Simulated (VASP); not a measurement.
Given:

```
InP
1.0
    0.00000     2.91791     2.91791
    2.91791     0.00000     2.91791
    2.91791     2.91791     0.00000
In P
1 1
Cartesian
  0.00000   0.00000   0.00000
  1.45896   1.45896   1.45896
```

Calculation: HSE06 screened hybrid, VASP's PBE PAW potentials (set 64) (plane waves; VASP). Numerical set-up: 520 eV cut-off, 6×6×6 Γ-centred mesh, Gaussian smearing of 0.050 eV, potentials In_d P.

Task: Give the stress tensor in GPa (positive for a compressed cell).

Result: 
```
2.33  0.00  0.00
0.00  2.33  0.00
0.00  0.00  2.33
```
The pressure is its mean diagonal, 2.33 GPa.

The compound is InP in the zinc blende structure. This cell is one point of a volume scan, at 0.94 of the reference volume. The cell's shape comes from a PBE relaxation.
